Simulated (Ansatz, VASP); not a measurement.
# TaN: VASP beside Ansatz, part 3 of 3

Aim: how closely do two programs agree when they are given the same cell, functional and k mesh? The cell is taken from a series of runs on this material, whose earlier steps may have relaxed, scaled, displaced or heated it; both programs get it as it stands.

VASP 6.6.1 and Ansatz 0.2.0.

So far: Set-up; Ansatz: zone-centre phonons, PBEsol; VASP: zone-centre phonons, PBEsol.

**3. VASP: zone-centre phonons, PBEsol (continued)**

Level of this step: PBEsol; plane waves and PAW (N, Ta_pv) (VASP).

Numbers of over 12 decimals in the logs are rounded to 6 here.

OUTCAR, selected parts (step 3):

```text
ion  position               nearest neighbor table
   1  0.393  1.000  0.000-   6 2.04   5 2.15   5 2.15   4 2.15   4 2.15
   2  0.607  0.607  0.000-   6 2.04   4 2.15   4 2.15   5 2.15   5 2.15
   3  1.000  0.393  0.000-   6 2.04   4 2.15   4 2.15   5 2.15   5 2.15
   4  0.333  0.667  0.500-   2 2.15   2 2.15   3 2.15   3 2.15   1 2.15   1 2.15   5 3.00   5 3.00
                             5 3.00   6 3.32   6 3.32   6 3.32   6 3.32   6 3.32   6 3.32
   5  0.667  0.333  0.500-   2 2.15   2 2.15   1 2.15   1 2.15   3 2.15   3 2.15   4 3.00   4 3.00
                             4 3.00   6 3.32   6 3.32   6 3.32   6 3.32   6 3.32   6 3.32
   6  0.000  0.000  0.000-   1 2.04   3 2.04   2 2.04   5 3.32   5 3.32   4 3.32   4 3.32   4 3.32
                             5 3.32   4 3.32   5 3.32   4 3.32   4 3.32   5 3.32   5 3.32

  LATTYP: Found a hexagonal cell.
 ALAT       =     5.1897024537
 C/A-ratio  =     0.5524519392

 Subroutine GETGRP returns: Found 12 space group operations
 (whereof 12 operations were pure point group operations)

The static configuration has the point symmetry D_3h.

 Found     84 irreducible k-points:

   k-points           NKPTS =     84   k-points in BZ     NKDIM =     84   number of bands    NBANDS=     30

   dimension x,y,z NGX =    42 NGY =   42 NGZ =   24
   dimension x,y,z NGXF=    84 NGYF=   84 NGZF=   48

   ENCUT  =  600.0 eV  44.10 Ry    6.64 a.u.  10.37 10.37  5.73*2*pi/ulx,y,z

   NELECT =      48.0000    total number of electrons

 k-points in reciprocal lattice and weights: Automatic mesh
   0.00000000  0.00000000  0.00000000       0.001
   0.11111111  0.00000000  0.00000000       0.006
   0.22222222  0.00000000  0.00000000       0.006
   0.33333333  0.00000000  0.00000000       0.006
   0.44444444  0.00000000  0.00000000       0.006
   0.11111111  0.11111111  0.00000000       0.006
   0.22222222  0.11111111  0.00000000       0.012
   0.33333333  0.11111111  0.00000000       0.012
   0.44444444  0.11111111  0.00000000       0.006
[...]
-----------------------------------------------------------------------------------
    total drift:                               -0.000020     -0.000034     -0.000000

 Eigenvectors and eigenvalues of the dynamical matrix
 ----------------------------------------------------

   1 f  =   21.288354 THz   133.758674 2PiTHz  710.103060 cm-1    88.041519 meV
             X         Y         Z           dx          dy          dz
     -0.555329  4.494414  0.000000     0.000000   -0.577350   -0.000000
      1.575090  2.728136  0.000000    -0.500000    0.288675   -0.000000
      4.169941  1.766278  0.000000     0.500000    0.288675    0.000000
      0.000000  2.996276  1.433531     0.000000    0.000000   -0.000000
      2.594851  1.498138  1.433531     0.000000   -0.000000    0.000000
      0.000000  0.000000  0.000000    -0.000000   -0.000000    0.000000

   2 f  =   19.647412 THz   123.448331 2PiTHz  655.367122 cm-1    81.255131 meV
             X         Y         Z           dx          dy          dz
     -0.555329  4.494414  0.000000    -0.472221   -0.159978    0.000000
      1.575090  2.728136  0.000000     0.309637    0.163556   -0.000000
      4.169941  1.766278  0.000000    -0.361481    0.678898   -0.000000
      0.000000  2.996276  1.433531    -0.004473   -0.037430   -0.000000
      2.594851  1.498138  1.433531     0.037316   -0.005341    0.000000
      0.000000  0.000000  0.000000     0.112920   -0.147052   -0.000000

   3 f  =   19.647412 THz   123.448331 2PiTHz  655.367122 cm-1    81.255131 meV
             X         Y         Z           dx          dy          dz
     -0.555329  4.494414  0.000000    -0.614962    0.122845    0.000000
      1.575090  2.728136  0.000000    -0.291428   -0.659014   -0.000000
      4.169941  1.766278  0.000000     0.223914    0.012104    0.000000
      0.000000  2.996276  1.433531     0.037430   -0.004473    0.000000
      2.594851  1.498138  1.433531     0.005341    0.037316   -0.000000
      0.000000  0.000000  0.000000     0.147052    0.112920    0.000000

   4 f  =   18.691599 THz   117.442780 2PiTHz  623.484628 cm-1    77.302207 meV
             X         Y         Z           dx          dy          dz
     -0.555329  4.494414  0.000000     0.577350   -0.000000   -0.000000
      1.575090  2.728136  0.000000    -0.288675   -0.500000    0.000000
      4.169941  1.766278  0.000000    -0.288675    0.500000   -0.000000
      0.000000  2.996276  1.433531    -0.000000    0.000000   -0.000000
      2.594851  1.498138  1.433531    -0.000000    0.000000    0.000000
      0.000000  0.000000  0.000000    -0.000000    0.000000    0.000000

   5 f  =   18.452024 THz   115.937483 2PiTHz  615.493254 cm-1    76.311403 meV
             X         Y         Z           dx          dy          dz
     -0.555329  4.494414  0.000000    -0.109590    0.612717    0.000000
      1.575090  2.728136  0.000000    -0.583724    0.416479    0.000000
      4.169941  1.766278  0.000000    -0.176709    0.103986   -0.000000
      0.000000  2.996276  1.433531     0.115100   -0.101395   -0.000000
      2.594851  1.498138  1.433531     0.068227   -0.137383   -0.000000
      0.000000  0.000000  0.000000     0.058671   -0.076418   -0.000000

   6 f  =   18.452024 THz   115.937483 2PiTHz  615.493254 cm-1    76.311403 meV
             X         Y         Z           dx          dy          dz
     -0.555329  4.494414  0.000000     0.142738    0.470426    0.000000
      1.575090  2.728136  0.000000     0.338976   -0.003709    0.000000
      4.169941  1.766278  0.000000     0.651469    0.403306   -0.000000
      0.000000  2.996276  1.433531    -0.101395   -0.115100   -0.000000
      2.594851  1.498138  1.433531    -0.137383   -0.068227    0.000000
      0.000000  0.000000  0.000000    -0.076418   -0.058671   -0.000000

   7 f  =   18.275793 THz   114.830195 2PiTHz  609.614840 cm-1    75.582573 meV
             X         Y         Z           dx          dy          dz
     -0.555329  4.494414  0.000000    -0.000000   -0.000000    0.554062
      1.575090  2.728136  0.000000     0.000000   -0.000000    0.554062
      4.169941  1.766278  0.000000    -0.000000   -0.000000    0.554062
      0.000000  2.996276  1.433531    -0.000000    0.000000   -0.190130
      2.594851  1.498138  1.433531     0.000000    0.000000   -0.190130
      0.000000  0.000000  0.000000    -0.000000   -0.000000   -0.082135

   8 f  =   17.716541 THz   111.316312 2PiTHz  590.960205 cm-1    73.269694 meV
             X         Y         Z           dx          dy          dz
     -0.555329  4.494414  0.000000    -0.000000   -0.000000    0.408248
      1.575090  2.728136  0.000000    -0.000000   -0.000000    0.408248
      4.169941  1.766278  0.000000     0.000000    0.000000   -0.816497
      0.000000  2.996276  1.433531    -0.000000    0.000000    0.000000
      2.594851  1.498138  1.433531     0.000000    0.000000   -0.000000
      0.000000  0.000000  0.000000    -0.000000    0.000000   -0.000000

   9 f  =   17.716541 THz   111.316312 2PiTHz  590.960205 cm-1    73.269694 meV
             X         Y         Z           dx          dy          dz
     -0.555329  4.494414  0.000000    -0.000000   -0.000000   -0.707107
      1.575090  2.728136  0.000000     0.000000   -0.000000    0.707107
      4.169941  1.766278  0.000000     0.000000    0.000000    0.000000
      0.000000  2.996276  1.433531    -0.000000   -0.000000   -0.000000
      2.594851  1.498138  1.433531     0.000000    0.000000    0.000000
      0.000000  0.000000  0.000000    -0.000000    0.000000    0.000000

  10 f  =    6.959725 THz    43.729243 2PiTHz  232.151444 cm-1    28.783098 meV
             X         Y         Z           dx          dy          dz
     -0.555329  4.494414  0.000000    -0.001063    0.015934    0.000000
      1.575090  2.728136  0.000000     0.008045   -0.006075    0.000000
      4.169941  1.766278  0.000000     0.022552    0.012818   -0.000000
      0.000000  2.996276  1.433531    -0.492492    0.492170    0.000000
      2.594851  1.498138  1.433531     0.348312   -0.602875   -0.000000
      0.000000  0.000000  0.000000     0.136027    0.104445   -0.000000

  11 f  =    6.959725 THz    43.729243 2PiTHz  232.151444 cm-1    28.783098 meV
             X         Y         Z           dx          dy          dz
     -0.555329  4.494414  0.000000    -0.000816   -0.020752    0.000000
      1.575090  2.728136  0.000000     0.021193   -0.011644    0.000000
      4.169941  1.766278  0.000000     0.002300    0.002862   -0.000000
      0.000000  2.996276  1.433531     0.492170    0.492492    0.000000
      2.594851  1.498138  1.433531    -0.602875   -0.348312   -0.000000
      0.000000  0.000000  0.000000     0.104445   -0.136027    0.000000

  12 f  =    5.780656 THz    36.320933 2PiTHz  192.821929 cm-1    23.906862 meV
             X         Y         Z           dx          dy          dz
     -0.555329  4.494414  0.000000    -0.000000    0.000000   -0.000000
      1.575090  2.728136  0.000000    -0.000000   -0.000000    0.000000
      4.169941  1.766278  0.000000     0.000000    0.000000   -0.000000
      0.000000  2.996276  1.433531     0.000000    0.000000   -0.707107
      2.594851  1.498138  1.433531     0.000000    0.000000    0.707107
      0.000000  0.000000  0.000000    -0.000000   -0.000000    0.000000

  13 f  =    5.659036 THz    35.556773 2PiTHz  188.765126 cm-1    23.403882 meV
             X         Y         Z           dx          dy          dz
     -0.555329  4.494414  0.000000     0.058308    0.054044    0.000000
      1.575090  2.728136  0.000000    -0.072830   -0.000233    0.000000
      4.169941  1.766278  0.000000     0.039744   -0.086663   -0.000000
      0.000000  2.996276  1.433531    -0.360285    0.226177    0.000000
      2.594851  1.498138  1.433531    -0.125445    0.406479   -0.000000
      0.000000  0.000000  0.000000     0.478489   -0.623226    0.000000
    [... 43 further lines ...]
      2.594851  1.498138  1.433531     0.024196    0.555629   -0.000000
      0.000000  0.000000  0.000000     0.024267    0.555859   -0.000000

 ELASTIC MODULI CONTR FROM IONIC RELAXATION (kBar)
 Direction    XX          YY          ZZ          XY          YZ          ZX
 --------------------------------------------------------------------------------
 XX        -506.0050    183.4525     47.7305      0.0000      0.0000      0.0000
 YY         183.4525   -506.0050     47.7305      0.0000     -0.0000     -0.0000
 ZZ          47.7305     47.7305    -14.1261     -0.0000     -0.0000      0.0000
 XY           0.0000      0.0000     -0.0000   -344.7309      0.0000     -0.0000
 YZ           0.0000     -0.0000     -0.0000      0.0000    -38.5089      0.0000
 ZX           0.0000     -0.0000      0.0000     -0.0000      0.0000    -31.0097
 --------------------------------------------------------------------------------
```

**4. Side by side**

Known differences besides the potentials themselves: the data sets hold 54 valence electrons in Ansatz (on its PAW soft_1 files) and 48 in VASP; the cutoff is 420 eV in Ansatz and 600 eV in VASP; Ansatz makes its cores anew for this functional, VASP keeps those of its PBE data sets. Total energies have different zeros and are not compared.

Both answers:

| quantity | Ansatz | VASP | difference |
| --- | --- | --- | --- |
| optical mode 1 (cm⁻¹) | 149.0 | 148.7 | +0.19 % |
| optical mode 2 to 3 (cm⁻¹) | 188.6 | 188.8 | -0.07 % |
| optical mode 4 (cm⁻¹) | 192.1 | 192.8 | -0.38 % |
| optical mode 5 to 6 (cm⁻¹) | 231.8 | 232.2 | -0.15 % |
| optical mode 7 to 8 (cm⁻¹) | 587.3 | 591.0 | -0.61 % |
| optical mode 9 (cm⁻¹) | 607.1 | 609.6 | -0.41 % |
| optical mode 10 to 11 (cm⁻¹) | 611.3 | 615.5 | -0.68 % |
| optical mode 12 (cm⁻¹) | 618.0 | 623.5 | -0.88 % |
| optical mode 13 to 14 (cm⁻¹) | 650.6 | 655.4 | -0.73 % |
| optical mode 15 (cm⁻¹) | 706.2 | 710.1 | -0.54 % |

Modes are paired by rising frequency, not by their patterns, so a pair may set unlike modes beside each other; they are those without the splitting of longitudinal modes.

**5. Results**

- r.m.s. difference of the optical zone-centre modes, each program's sorted by frequency (zone-centre phonons, PBEsol): 3.3 cm⁻¹
- difference in optical mode 12 (zone-centre phonons, PBEsol): -0.9 %

**Reading.** The r.m.s. difference of the optical zone-centre modes, each program's sorted by frequency is 3.3 cm⁻¹ (zone-centre phonons, PBEsol). The data sets hold unlike numbers of valence electrons (54 in Ansatz and 48 in VASP), so part of the differences comes from the potentials. Among the rows given in per cent, the largest difference of the zone-centre phonons, PBEsol pair is in optical mode 12, -0.9 %. How closely two codes agree says nothing of how well the functional describes the real material.

[Lines on the potential files, build, host, timing and source positions are cut from VASP's logs without a mark.]

[Logs are printed without paths, hosts, clocks, repeated set-up lines and the standing remarks that a program may print on its own settings, such as how far it seeks lower states.]

[Hosts, paths, dates, database ids (printed as entryN), source tags and the programs' standing remarks are cut or masked in the printed files.]
